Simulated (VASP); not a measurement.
**Al (space group Fm-3m): computed properties**

Calculation: LDA (Ceperley-Alder, Perdew-Zunger), VASP's LDA PAW potentials (set 64) (plane waves; VASP).

```json
{
 "space_group": "Fm-3m (225)",
 "cell": "a = b = c = 3.9803 Å, α = β = γ = 90.00°",
 "volume_per_atom": "15.77 Å³/atom",
 "band gap (over mesh and band path)": "none (metal, semimetal or under 0.01 eV)",
 "density": "2.84 g/cm³"
}
```

```cif
data_Al
_chemical_formula_sum 'Al1'
_space_group_name_H-M_alt 'P 1'
_space_group_IT_number 1
_cell_length_a 2.81452
_cell_length_b 2.81452
_cell_length_c 2.81452
_cell_angle_alpha 60.000
_cell_angle_beta 60.000
_cell_angle_gamma 60.000
loop_
_space_group_symop_operation_xyz
  'x, y, z'
loop_
_atom_site_label
_atom_site_type_symbol
_atom_site_fract_x
_atom_site_fract_y
_atom_site_fract_z
_atom_site_occupancy
Al1 Al 0.00000 0.00000 0.00000 1
```

The structure comes from a computed database's Al entry (Fm-3m); how it stands against other phases isn't given here. It was relaxed first. Symmetry was kept, so distortions that lower it aren't found.
